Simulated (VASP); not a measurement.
Method: PBE GGA, VASP's PBE PAW potentials (set 64) (plane waves; VASP).

Input for VASP

**KPOINTS**
```
kpoints
0
gamma
  1 1 1
0 0 0
```

File POSCAR:
```
Tl26Br27
1
   12.1499839509     0.0000000000     0.0000000000
    0.0000000000    12.1499839509     0.0000000000
    0.0000000000     0.0000000000    12.1499839509
Tl Br
26 27
Direct
  0.0000000000   0.0000000000   0.0000000000
  0.0000000000   0.0000000000   0.3333330000
  0.0000000000   0.0000000000   0.6666670000
  0.0000000000   0.3333330000   0.0000000000
  0.0000000000   0.3333330000   0.3333330000
  0.0000000000   0.3333330000   0.6666670000
  0.0000000000   0.6666670000   0.0000000000
  0.0000000000   0.6666670000   0.3333330000
  0.0000000000   0.6666670000   0.6666670000
  0.3333330000   0.0000000000   0.0000000000
  0.3333330000   0.0000000000   0.3333330000
  0.3333330000   0.0000000000   0.6666670000
  0.3333330000   0.3333330000   0.0000000000
  0.3333330000   0.3333330000   0.6666670000
  0.3333330000   0.6666670000   0.0000000000
  0.3333330000   0.6666670000   0.3333330000
  0.3333330000   0.6666670000   0.6666670000
  0.6666670000   0.0000000000   0.0000000000
  0.6666670000   0.0000000000   0.3333330000
  0.6666670000   0.0000000000   0.6666670000
  0.6666670000   0.3333330000   0.0000000000
  0.6666670000   0.3333330000   0.3333330000
  0.6666670000   0.3333330000   0.6666670000
  0.6666670000   0.6666670000   0.0000000000
  0.6666670000   0.6666670000   0.3333330000
  0.6666670000   0.6666670000   0.6666670000
  0.1666670000   0.1666670000   0.1666670000
  0.1666670000   0.1666670000   0.5000000000
  0.1666670000   0.1666670000   0.8333330000
  0.1666670000   0.5000000000   0.1666670000
  0.1666670000   0.5000000000   0.5000000000
  0.1666670000   0.5000000000   0.8333330000
  0.1666670000   0.8333330000   0.1666670000
  0.1666670000   0.8333330000   0.5000000000
  0.1666670000   0.8333330000   0.8333330000
  0.5000000000   0.1666670000   0.1666670000
  0.5000000000   0.1666670000   0.5000000000
  0.5000000000   0.1666670000   0.8333330000
  0.5000000000   0.5000000000   0.1666670000
  0.5000000000   0.5000000000   0.5000000000
  0.5000000000   0.5000000000   0.8333330000
  0.5000000000   0.8333330000   0.1666670000
  0.5000000000   0.8333330000   0.5000000000
  0.5000000000   0.8333330000   0.8333330000
  0.8333330000   0.1666670000   0.1666670000
  0.8333330000   0.1666670000   0.5000000000
  0.8333330000   0.1666670000   0.8333330000
  0.8333330000   0.5000000000   0.1666670000
  0.8333330000   0.5000000000   0.5000000000
  0.8333330000   0.5000000000   0.8333330000
  0.8333330000   0.8333330000   0.1666670000
  0.8333330000   0.8333330000   0.5000000000
  0.8333330000   0.8333330000   0.8333330000
```

INCAR:
```
# general
SYSTEM  = Tl26Br27
PREC    = Normal
ENCUT   = 400
LREAL   = Auto
LASPH   = .True.
ISYM    = 0
NELECT  = 526.0

# electronic loop
EDIFF   = 1E-5   # SCF stop (eV)
NELM    = 100   # most electronic steps
NELMIN  = 4
ALGO    = Fast   # Davidson, then RMM-DIIS
LMAXMIX = 4   # l cut-off of mixed one-centre charges

# smearing
ISMEAR  = 0
SIGMA   = 0.05   # width (eV)

# functional
GGA     = PE   # PBE

# ions
IBRION  = 2   # conjugate gradients
NSW     = 60   # most ionic steps
ISIF    = 2   # forces and stress, cell fixed
EDIFFG  = -0.03   # ionic stop

# output
LWAVE   = .False.
LCHARG  = .False.
```

POTCAR, in this order: Tl_d Br (PBE.64 set). Program: vasp_gam.

The resulting files:

**OSZICAR**
```
...
RMM:   4    -0.146136659774E+03   -0.62653E-02   -0.78223E-02   668   0.516E-01    0.596E-01
RMM:   5    -0.146136846931E+03   -0.18716E-03   -0.14694E-02   648   0.220E-01    0.457E-01
RMM:   6    -0.146136063882E+03    0.78305E-03   -0.10447E-02   633   0.136E-01    0.166E-01
RMM:   7    -0.146136302886E+03   -0.23900E-03   -0.23893E-03   632   0.754E-02    0.204E-01
RMM:   8    -0.146136018412E+03    0.28447E-03   -0.17988E-03   634   0.532E-02    0.894E-02
RMM:   9    -0.146136061865E+03   -0.43453E-04   -0.27365E-04   608   0.270E-02    0.845E-02
RMM:  10    -0.146136017880E+03    0.43985E-04   -0.22599E-04   551   0.174E-02    0.252E-02
RMM:  11    -0.146136023817E+03   -0.59376E-05   -0.40469E-05   448   0.851E-03
   4 F= -.14613602E+03 E0= -.14608889E+03  d E =-.197703E+00
       N       E                     dE             d eps       ncg     rms          rms(c)
DAV:   1    -0.145061933331E+03    0.10741E+01   -0.87221E+02   640   0.381E+01    0.501E+00
RMM:   2    -0.145943974957E+03   -0.88204E+00   -0.10020E+01   632   0.614E+00    0.114E+00
RMM:   3    -0.146088082550E+03   -0.14411E+00   -0.14439E+00   633   0.248E+00    0.131E+00
RMM:   4    -0.146093898631E+03   -0.58161E-02   -0.29982E-01   663   0.101E+00    0.132E+00
RMM:   5    -0.146088783544E+03    0.51151E-02   -0.67790E-02   643   0.455E-01    0.101E+00
RMM:   6    -0.146087071837E+03    0.17117E-02   -0.26504E-02   632   0.235E-01    0.533E-01
RMM:   7    -0.146084159724E+03    0.29121E-02   -0.16451E-02   633   0.165E-01    0.213E-01
RMM:   8    -0.146084205593E+03   -0.45869E-04   -0.27006E-03   641   0.788E-02    0.216E-01
RMM:   9    -0.146083561720E+03    0.64387E-03   -0.19626E-03   633   0.579E-02    0.733E-02
RMM:  10    -0.146083482892E+03    0.78828E-04   -0.48445E-04   610   0.314E-02    0.550E-02
RMM:  11    -0.146083461640E+03    0.21252E-04   -0.14398E-04   537   0.162E-02    0.297E-02
RMM:  12    -0.146083447428E+03    0.14213E-04   -0.13196E-04   522   0.123E-02    0.224E-02
RMM:  13    -0.146083438589E+03    0.88387E-05   -0.43761E-05   448   0.712E-03
   5 F= -.14608344E+03 E0= -.14603680E+03  d E =-.145118E+00
       N       E                     dE             d eps       ncg     rms          rms(c)
DAV:   1    -0.145775039000E+03    0.30841E+00   -0.31583E+02   640   0.217E+01    0.251E+00
RMM:   2    -0.146111129869E+03   -0.33609E+00   -0.37765E+00   632   0.370E+00    0.741E-01
RMM:   3    -0.146156015451E+03   -0.44886E-01   -0.54990E-01   633   0.154E+00    0.690E-01
RMM:   4    -0.146165113890E+03   -0.90984E-02   -0.11922E-01   664   0.630E-01    0.703E-01
RMM:   5    -0.146164514660E+03    0.59923E-03   -0.22211E-02   639   0.272E-01    0.442E-01
RMM:   6    -0.146163892872E+03    0.62179E-03   -0.13385E-02   637   0.162E-01    0.138E-01
RMM:   7    -0.146163971713E+03   -0.78841E-04   -0.24458E-03   632   0.830E-02    0.143E-01
RMM:   8    -0.146163658192E+03    0.31352E-03   -0.11090E-03   631   0.470E-02    0.411E-02
RMM:   9    -0.146163704043E+03   -0.45851E-04   -0.50103E-04   599   0.311E-02    0.557E-02
RMM:  10    -0.146163657029E+03    0.47014E-04   -0.21574E-04   533   0.173E-02    0.165E-02
RMM:  11    -0.146163656824E+03    0.20555E-06   -0.38147E-05   445   0.854E-03
   6 F= -.14616366E+03 E0= -.14611756E+03  d E =-.225336E+00
       N       E                     dE             d eps       ncg     rms          rms(c)
DAV:   1    -0.146155954193E+03    0.77028E-02   -0.74656E+00   640   0.350E+00    0.412E-01
RMM:   2    -0.146163970462E+03   -0.80163E-02   -0.90869E-02   632   0.586E-01    0.108E-01
RMM:   3    -0.146165159059E+03   -0.11886E-02   -0.13936E-02   635   0.245E-01    0.106E-01
RMM:   4    -0.146165324796E+03   -0.16574E-03   -0.29678E-03   659   0.999E-02    0.106E-01
RMM:   5    -0.146165328484E+03   -0.36881E-05   -0.59130E-04   639   0.437E-02    0.785E-02
RMM:   6    -0.146165300596E+03    0.27888E-04   -0.30649E-04   589   0.245E-02    0.187E-02
RMM:   7    -0.146165305292E+03   -0.46959E-05   -0.76111E-05   499   0.133E-02
   7 F= -.14616531E+03 E0= -.14611930E+03  d E =-.226985E+00
       N       E                     dE             d eps       ncg     rms          rms(c)
DAV:   1    -0.146087412735E+03    0.77888E-01   -0.84362E+01   632   0.108E+01    0.900E-01
RMM:   2    -0.146164226334E+03   -0.76814E-01   -0.78954E-01   632   0.177E+00    0.225E-01
RMM:   3    -0.146177534153E+03   -0.13308E-01   -0.13474E-01   642   0.739E-01    0.239E-01
RMM:   4    -0.146180319018E+03   -0.27849E-02   -0.30336E-02   670   0.300E-01    0.233E-01
RMM:   5    -0.146180690875E+03   -0.37186E-03   -0.47986E-03   661   0.120E-01    0.191E-01
RMM:   6    -0.146180727296E+03   -0.36421E-04   -0.87265E-04   637   0.507E-02    0.856E-02
RMM:   7    -0.146180747844E+03   -0.20548E-04   -0.78912E-04   635   0.388E-02    0.110E-01
RMM:   8    -0.146180736285E+03    0.11559E-04   -0.74163E-05   543   0.164E-02    0.422E-02
RMM:   9    -0.146180758493E+03   -0.22208E-04   -0.44694E-04   657   0.253E-02    0.137E-01
RMM:  10    -0.146180725474E+03    0.33018E-04   -0.11036E-04   518   0.121E-02    0.346E-02
RMM:  11    -0.146180724747E+03    0.72706E-06   -0.28295E-05   430   0.739E-03
   8 F= -.14618072E+03 E0= -.14613593E+03  d E =-.154195E-01
       N       E                     dE             d eps       ncg     rms          rms(c)
DAV:   1    -0.146180639174E+03    0.86300E-04   -0.95649E-02   696   0.363E-01    0.249E-02
RMM:   2    -0.146180727432E+03   -0.88258E-04   -0.90470E-04   622   0.595E-02    0.773E-03
RMM:   3    -0.146180742724E+03   -0.15292E-04   -0.15560E-04   503   0.250E-02    0.966E-03
RMM:   4    -0.146180745963E+03   -0.32386E-05   -0.35179E-05   389   0.995E-03
   9 F= -.14618075E+03 E0= -.14613597E+03  d E =-.154407E-01
       N       E                     dE             d eps       ncg     rms          rms(c)
DAV:   1    -0.146173455000E+03    0.72877E-02   -0.16586E+01   640   0.557E+00    0.633E-01
RMM:   2    -0.146191316912E+03   -0.17862E-01   -0.20236E-01   632   0.950E-01    0.158E-01
RMM:   3    -0.146193752537E+03   -0.24356E-02   -0.29877E-02   635   0.390E-01    0.151E-01
RMM:   4    -0.146194126527E+03   -0.37399E-03   -0.55665E-03   652   0.157E-01    0.152E-01
RMM:   5    -0.146194127343E+03   -0.81593E-06   -0.16559E-03   635   0.808E-02    0.824E-02
RMM:   6    -0.146194136421E+03   -0.90780E-05   -0.72444E-04   632   0.451E-02    0.196E-02
RMM:   7    -0.146194140690E+03   -0.42696E-05   -0.13325E-04   595   0.228E-02    0.115E-02
RMM:   8    -0.146194141630E+03   -0.93933E-06   -0.70305E-05   534   0.130E-02
  10 F= -.14619414E+03 E0= -.14614996E+03  d E =-.133957E-01
       N       E                     dE             d eps       ncg     rms          rms(c)
DAV:   1    -0.146194195895E+03   -0.55204E-04   -0.14502E-01   672   0.520E-01    0.580E-02
RMM:   2    -0.146194347801E+03   -0.15191E-03   -0.17271E-03   632   0.882E-02    0.131E-02
RMM:   3    -0.146194369372E+03   -0.21571E-04   -0.25864E-04   622   0.363E-02    0.133E-02
RMM:   4    -0.146194372585E+03   -0.32128E-05   -0.48282E-05   480   0.146E-02
  11 F= -.14619437E+03 E0= -.14615023E+03  d E =-.136266E-01
       N       E                     dE             d eps       ncg     rms          rms(c)
DAV:   1    -0.146188191830E+03    0.61775E-02   -0.75991E+00   632   0.371E+00    0.521E-01
RMM:   2    -0.146199131014E+03   -0.10939E-01   -0.11787E-01   632   0.654E-01    0.102E-01
RMM:   3    -0.146200537166E+03   -0.14062E-02   -0.15917E-02   638   0.267E-01    0.135E-01
RMM:   4    -0.146200678341E+03   -0.14117E-03   -0.28681E-03   648   0.105E-01    0.969E-02
RMM:   5    -0.146200707452E+03   -0.29111E-04   -0.88506E-04   639   0.532E-02    0.402E-02
RMM:   6    -0.146200721877E+03   -0.14425E-04   -0.18412E-04   594   0.243E-02    0.159E-02
RMM:   7    -0.146200725718E+03   -0.38412E-05   -0.51441E-05   444   0.125E-02
  12 F= -.14620073E+03 E0= -.14615678E+03  d E =-.635313E-02
```

File OUTCAR:
```
------------------------ aborting loop because EDIFF is reached ----------------------------------------
  FORCE on cell =-STRESS in cart. coord.  units (eV):
  Direction    XX          YY          ZZ          XY          YZ          ZX
  --------------------------------------------------------------------------------------
  Total      -10.4821073    -10.4820443    -10.4473160     -0.0207156     -0.0093091     -0.0092275
  in kB       -9.3633676     -9.3633112     -9.3322894     -0.0185046     -0.0083156     -0.0082426
  external PRESSURE =      -9.3529894 kB  Pullay stress =       0.0000000 kB
  volume of cell :     1793.61
      direct lattice vectors                 reciprocal lattice vectors
    12.149983951  0.000000000  0.000000000     0.082304635  0.000000000  0.000000000
     0.000000000 12.149983951  0.000000000     0.000000000  0.082304635  0.000000000
     0.000000000  0.000000000 12.149983951     0.000000000  0.000000000  0.082304635
 POSITION                                       TOTAL-FORCE (eV/Angst)
 -----------------------------------------------------------------------------------
      0.01057      0.01057      0.01056         0.003076      0.003098      0.002723
      0.02071      0.02071      4.04992         0.019408      0.019426     -0.000128
      0.01056      0.01056      8.08933         0.003059      0.003071     -0.002835
      0.02089      4.04986      0.02068         0.020202     -0.000249      0.018832
      0.17180      4.04987      4.04993        -0.012449     -0.000145      0.000019
      0.02071      4.04989      8.07920         0.019412     -0.000057     -0.018976
      0.01055      8.08932      0.01054         0.002951     -0.002529      0.002557
      0.02069      8.07919      4.04995         0.019239     -0.018812      0.000016
      0.01056      8.08931      8.08932         0.003019     -0.002654     -0.002823
      4.04986      0.02089      0.02068        -0.000265      0.020229      0.018830
      4.04988      0.17180      4.04993        -0.000166     -0.012688      0.000026
      4.04989      0.02071      8.07920        -0.000074      0.019439     -0.018979
      4.05845      4.05845      0.17621         0.018475      0.018546      0.006292
      4.04990      4.04990      7.92816        -0.000019     -0.000020      0.011527
      4.04986      8.07938      0.02066        -0.000252     -0.017845      0.018673
      4.04988      7.92814      4.04998        -0.000174      0.013177      0.000205
      4.04989      8.07919      8.07917        -0.000062     -0.018889     -0.019128
      8.08932      0.01055      0.01055        -0.002514      0.002956      0.002531
      8.07919      0.02069      4.04994        -0.018804      0.019247      0.000025
      8.08931      0.01055      8.08932        -0.002657      0.003037     -0.002811
      8.07938      4.04986      0.02066        -0.017845     -0.000234      0.018661
      7.92814      4.04987      4.04998         0.012945     -0.000156      0.000211
      8.07919      4.04989      8.07917        -0.018897     -0.000048     -0.019114
      8.08934      8.08934      0.01053        -0.002437     -0.002442      0.002432
      8.07922      8.07922      4.04997        -0.018644     -0.018644      0.000157
      8.08933      8.08933      8.08933        -0.002614     -0.002614     -0.002804
      1.95713      1.95714      1.95705         0.009070      0.009093      0.007783
      1.95730      1.95707      6.14239         0.008810      0.009292     -0.008446
      2.01724      2.01723     10.12482         0.003276      0.003259     -0.000870
      1.95685      6.14185      1.95828         0.009352     -0.007656      0.005899
      1.95703      6.14194      6.14133         0.008793     -0.008048     -0.006078
      2.01731      6.08238     10.12490         0.010916     -0.013139     -0.001121
      2.01735     10.12480      2.01734         0.008637     -0.004598      0.007961
      2.01735     10.12482      6.08248         0.010025     -0.002402     -0.012178
      2.06026     10.12484     10.12492         0.022833     -0.000150     -0.000211
      6.14156      1.95699      1.95820        -0.006971      0.009074      0.006017
      6.14195      1.95702      6.14134        -0.008046      0.008826     -0.006057
      6.08239      2.01731     10.12490        -0.013159      0.010936     -0.001143
      6.14136      6.14135      1.95857        -0.006080     -0.006067      0.006597
      6.14242      6.14240      6.14126        -0.008408     -0.008426     -0.006310
      6.08234      6.08232     10.12497        -0.013735     -0.013755     -0.000082
      6.08242     10.12477      2.01742        -0.013149     -0.000803      0.013230
      6.08241     10.12484      6.08244        -0.013326     -0.000339     -0.013969
      6.03947     10.12483     10.12491        -0.023087     -0.000231     -0.000387
     10.12478      2.01735      2.01733        -0.004654      0.008647      0.007954
     10.12484      2.01735      6.08249        -0.002367      0.010051     -0.012171
     10.12485      2.06026     10.12492        -0.000175      0.022855     -0.000198
     10.12478      6.08241      2.01741        -0.000821     -0.013156      0.013259
     10.12484      6.08241      6.08243        -0.000350     -0.013319     -0.013985
     10.12484      6.03946     10.12490        -0.000244     -0.023098     -0.000391
     10.12484     10.12483      2.06028        -0.000249     -0.000269      0.022361
     10.12478     10.12478      6.03953        -0.000723     -0.000713     -0.023537
     10.12488     10.12488     10.12493        -0.000083     -0.000064     -0.000041
 -----------------------------------------------------------------------------------
    total drift:                                0.023435      0.023819      0.028831
  FREE ENERGIE OF THE ION-ELECTRON SYSTEM (eV)
  ---------------------------------------------------
  free  energy   TOTEN  =      -146.2007257178 eV

  energy  without entropy=     -146.1128324961  energy(sigma->0) =     -146.15677911

 reached required accuracy - stopping structural energy minimisation
```
(Selected blocks of OUTCAR.)

CONTCAR:
```
Tl26Br27
   1.00000000000000
    12.1499839508999994    0.0000000000000000    0.0000000000000000
     0.0000000000000000   12.1499839508999994    0.0000000000000000
     0.0000000000000000    0.0000000000000000   12.1499839508999994
  Tl              Br
    26    27
Direct
     0.0008701005008155    0.0008698316839016    0.0008688919245241
     0.0017045457335201    0.0017043589052791    0.3333270342541946
     0.0008690057550414    0.0008689286102972    0.6657892196714432
     0.0017196670741505    0.3333222050856186    0.0017019858950642
     0.0141400445641409    0.3333233949831281    0.3333279524307177
     0.0017047954595692    0.3333245678569712    0.6649559002388673
     0.0008685975532091    0.6657885288379199    0.0008677559634474
     0.0017026914365463    0.6649546890364276    0.3333295094252295
     0.0008687297259694    0.6657876888834077    0.6657884567690623
     0.3333223591210153    0.0017191997142762    0.0017021348994955
     0.3333239219357815    0.0141401320190826    0.3333276692625383
     0.3333249521900918    0.0017042613576382    0.6649559976782238
     0.3340288646384908    0.3340289889436318    0.0145029906548586
     0.3333255404749605    0.3333255445918045    0.6525245948779101
     0.3333221790034939    0.6649705232641062    0.0017001073592031
     0.3333236937982729    0.6525226129891903    0.3333325363381050
     0.3333246690205385    0.6649546912292438    0.6649532189351072
     0.6657882301393580    0.0008685905863190    0.0008684745878235
     0.6649544962604734    0.0017026896673285    0.3333292358943750
     0.6657879262321504    0.0008681997175054    0.6657881966314949
     0.6649706469652956    0.3333219006138219    0.0017003500163564
     0.6525225413008553    0.3333231926683924    0.3333323598093163
     0.6649549724768465    0.3333244384731132    0.6649531078622032
     0.6657903696726434    0.6657905614921371    0.0008662866282832
     0.6649572375602356    0.6649572400575634    0.3333313610530526
     0.6657893119479177    0.6657893822411461    0.6657892669039271
     0.1610808939247544    0.1610817240212718    0.1610744382434197
     0.1610945238274636    0.1610760035228757    0.5055474239558849
     0.1660279603789607    0.1660272130476518    0.8333199210462693
     0.1610580841688108    0.5055025715139551    0.1611757095833506
     0.1610726838242505    0.5055098221922861    0.5054600658946272
     0.1660340055359303    0.5006083593361668    0.8333264416379833
     0.1660373997863286    0.8333176066980804    0.1660361927415987
     0.1660376258668299    0.8333198380981587    0.5006166586792226
     0.1695692576040111    0.8333210408465254    0.8333279430004431
     0.5054784538609569    0.1610690946257151    0.1611688378392561
     0.5055108619343412    0.1610720920682710    0.5054610256018074
     0.5006091221646146    0.1660342297102866    0.8333264139572498
     0.5054626494597942    0.5054618380627789    0.1611994518883348
     0.5055492323926342    0.5055482060611867    0.5054543352847995
     0.5006049354295870    0.5006034569468337    0.8333318771497864
     0.5006109991890973    0.8333156571912946    0.1660429571114619
     0.5006104836941424    0.8333210392912431    0.5006127312957096
     0.4970763426319419    0.8333206997191920    0.8333267977671408
     0.8333167069086135    0.1660372899885302    0.1660355959270608
     0.8333216266636051    0.1660371355643273    0.5006172847593928
     0.8333216927843433    0.1695690026964096    0.8333280512260505
     0.8333160419639573    0.5006104604879540    0.1660424283697157
     0.8333214697891229    0.5006101626575649    0.5006124579463164
     0.8333210659862353    0.4970753031643403    0.8333264885475218
     0.8333215084477391    0.8333202293071833    0.1695707177263550
     0.8333166213701213    0.8333163094844511    0.4970814913665509
     0.8333246598704254    0.8333242701862109    0.8333286654878629
```

The cell is charged, with a uniform compensating background. The supercell is sampled at Γ alone, which is coarse: total energies, pressure and levels can be off, energies of defects by several tenths of an eV.

The cell is a supercell with a defect, built from a database entry that may be metastable or hypothetical: vac_Tl, charge +1. The run is not spin-polarised, so no state with unpaired spins was tried.
